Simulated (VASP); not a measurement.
VASP input:

File KPOINTS:
```
Automatic mesh
0
Gamma
6 6 6
0 0 0
```

### INCAR
```
SYSTEM=SrTe
PREC=Accurate; ENCUT=520; LREAL=F
LASPH=T
EDIFF=1E-6; NELM=100; ALGO=Normal
LMAXMIX=4; LMIXTAU=T
ISMEAR=0; SIGMA=0.05
METAGGA=R2SCAN
IBRION=2; NSW=60; ISIF=3
EDIFFG=-0.01
LWAVE=F; LCHARG=F
```

### POSCAR
```
SrTe
1
    0.0000000000     3.3300000000     3.3300000000
    3.3300000000     0.0000000000     3.3300000000
    3.3300000000     3.3300000000     0.0000000000
Sr Te
1 1
Direct
  0.0000000000   0.0000000000   0.0000000000
  0.5000000000   0.5000000000   0.5000000000
```

POTCAR, in this order: Sr_sv Te (PBE.64 set). Program: vasp_std.

Q: Translate this r2SCAN calculation to Ansatz.

A: One equivalent input (not run):
Ansatz 0.2 input:
```yaml
crystal:
  lattice:
    - [0.0000000, 3.3300000, 3.3300000]
    - [3.3300000, 0.0000000, 3.3300000]
    - [3.3300000, 3.3300000, 0.0000000]
  atoms:
    - { symbol: Sr, position: [0.0000000, 0.0000000, 0.0000000] }
    - { symbol: Te, position: [0.5000000, 0.5000000, 0.5000000] }
kpoints:
  mp_grid: { grid: [6, 6, 6] }
hamiltonian:
  xc: r2scan
  pseudopotentials: { kind: paw }
scf:
  occupations: { method: gaussian, width: 0.05 }
  max_iter: 100
relax:
  max_steps: 60
  f_tol: 0.01
  cell: {}
output: { forces: true, stress: true, eigenvalues: true }
```
What does not carry over: each code has its own PAW files, so the cut-off isn't converted (ENCUT is set for VASP's; basis.ecutwfc is left out, and Ansatz then takes the one that its files recommend); Ansatz stops its SCF on the density residual and VASP on the energy change (EDIFF).

The compound is SrTe in the rock salt structure. This run relaxes it. Symmetry was kept, so distortions that lower it aren't found.
